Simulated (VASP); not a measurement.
## VASP inputs for K2ICl (strained ordered alloy on rocksalt lattice)

INCAR

```
NSW = 0
EDIFF = 1E-7
LASPH = .TRUE.
LREAL = .FALSE.
IBRION = -1
LCHARG = .TRUE.
LELF = .TRUE.
ISMEAR = -1
ISIF = 2
LWAVE = .FALSE.
SIGMA = 0.02
NBANDS = 24
PREC = Accurate
GGA = PE
ENCUT = 520
NELM = 120
```

KPOINTS

```
KPOINTS created by Atomic Simulation Environment
0
Gamma
6 6 6
0 0 0
```

KPOINTS_OPT

```
special points
8
Reciprocal
0.0000000000 0.0000000000 0.0000000000 1
0.5000000000 0.5000000000 0.5000000000 1
0.8128436619 0.1871563381 0.5000000000 1
0.5000000000 -0.1871563381 0.1871563381 1
0.5000000000 0.0000000000 0.0000000000 1
0.3435781691 -0.3435781691 0.0000000000 1
0.6564218309 0.0000000000 0.3435781691 1
0.5000000000 0.0000000000 0.5000000000 1
```

POSCAR

```
Cl I  K
 1.0000000000000000
     2.4434668803024766    1.4107362610985699    8.0469759316000005
    -2.4434668803024766    1.4107362610985699    8.0469759316000005
     0.0000000000000000   -2.8214725221971406    8.0469759316000005
 Cl  I   K
   1   1   2
Cartesian
  2.4434668803024766  1.4107362610985696  8.0469759316000005
 -0.0000000000000000 -0.0000000000000002 12.0704638974000034
  0.0000000000000000 -0.0000000000000001  6.2530550184964087
  0.0000000000000001 -0.0000000000000011 17.8878727763035918
```

VASP ran with the recommended PBE PAW datasets (32 valence electrons in the cell).

Q: What does this run give?

A: gap between bands v and c 3.61 eV; least direct gap 3.61 eV; pressure -0.7 GPa.

Band v is the last that the valence electrons fill when counted band by band, and c is the next. Levels in eV from the top of v:

```json
{"point": "Γ", "v−1": "0.00", "v": "0.00", "c": "3.61", "c+1": "5.64"}
{"point": "T", "v−1": "-0.02", "v": "-0.02", "c": "4.67", "c+1": "4.89"}
{"point": "H_2", "v−1": "-0.66", "v": "-0.53", "c": "5.89", "c+1": "6.15"}
{"point": "H_0", "v−1": "-0.66", "v": "-0.53", "c": "5.89", "c+1": "6.15"}
{"point": "L", "v−1": "-0.58", "v": "-0.24", "c": "5.72", "c+1": "5.92"}
{"point": "S_0", "v−1": "-0.69", "v": "-0.53", "c": "5.91", "c+1": "6.22"}
{"point": "S_2", "v−1": "-0.69", "v": "-0.53", "c": "5.91", "c+1": "6.22"}
{"point": "F", "v−1": "-0.52", "v": "-0.24", "c": "5.20", "c+1": "5.60"}
```
